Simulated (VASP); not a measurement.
Data:

```yaml
crystal:
  lattice:
    - [1.78211, -3.08671, 0.00000]
    - [1.78211, 3.08671, 0.00000]
    - [0.00000, 0.00000, 14.79774]
  atoms:
    - { symbol: Te, position: [0.33333, 0.66667, 0.87107] }
    - { symbol: Te, position: [0.66667, 0.33333, 0.37107] }
    - { symbol: Te, position: [0.66667, 0.33333, 0.12893] }
    - { symbol: Te, position: [0.33333, 0.66667, 0.62893] }
    - { symbol: Mo, position: [0.33333, 0.66667, 0.25000] }
    - { symbol: Mo, position: [0.66667, 0.33333, 0.75000] }
```

These are r2SCAN meta-GGA, VASP's PBE PAW potentials (set 64) (plane waves; VASP 6.6.1) values and carry that method's errors. Settings: 520 eV cut-off, 8×8×2 Γ-centred mesh, tetrahedra with Blöchl corrections, potentials Te Mo_sv.

The cores are frozen, which limits the accuracy of field gradients.

Q: Give the principal components of the electric field gradient (V/Å²) and the asymmetry η at each nucleus.

A: 
```csv
atom,Vxx,Vyy,Vzz,η
Te1,99.2,99.2,-198.3,0.00
Te2,99.2,99.2,-198.3,0.00
Te3,99.2,99.2,-198.3,0.00
Te4,99.2,99.2,-198.3,0.00
Mo5,39.0,39.0,-78.0,0.00
Mo6,39.0,39.0,-78.0,0.00
```

The compound is MoTe2 in the 2H layered structure. It was relaxed first, which changed the volume by +9 %.
